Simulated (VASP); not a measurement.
Method: LDA (Ceperley-Alder, Perdew-Zunger), VASP's LDA PAW potentials (set 64) (plane waves; VASP).

VASP input:

KPOINTS:
```
Regular mesh
0
Gamma
9 9 9
0 0 0
```

**POSCAR**
```
MnS
1
    0.0000000000     2.4975160000     2.4975160000
    2.4975160000     0.0000000000     2.4975160000
    2.4975160000     2.4975160000     0.0000000000
S Mn
1 1
Direct
  0.0000000000   0.0000000000   0.0000000000
  0.5000000000   0.5000000000   0.5000000000
```

### INCAR
```
ALGO  =  Normal
EDIFF  =  1E-6
ENCUT  =  300
ISIF  =  2
ISMEAR  =  0
ISPIN  =  2
LASPH  =  T
LCHARG  =  F
LMAXMIX  =  4
LORBIT  =  11
LREAL  =  F
LWAVE  =  F
MAGMOM  =  0.0 4.0
NELM  =  100
PREC  =  Accurate
SIGMA  =  0.3
SYSTEM  =  MnS
```

POTCAR, in this order: S Mn_pv (LDA.64 set). Program: vasp_std.

Q: What will the output report for the number of irreducible k-points (NKPTS), largest plane-wave count, number of space-group operations, FFT grid (NGX, NGY, NGZ)?

A: 
```yaml
number of irreducible k-points (NKPTS): 35
largest_plane_wave_count: 378
number_of_space_group_operations: 48
FFT grid (NGX, NGY, NGZ): 20 × 20 × 20
```

The structure was generated: MnS was put into an ordered model structure, which need not be its known phase. The cell was not relaxed at this level. The run is one of a series of settings (SIGMA = 0.3, KPOINTS 9×9×9 Γ-centred mesh against the base run), some of them coarse on purpose.
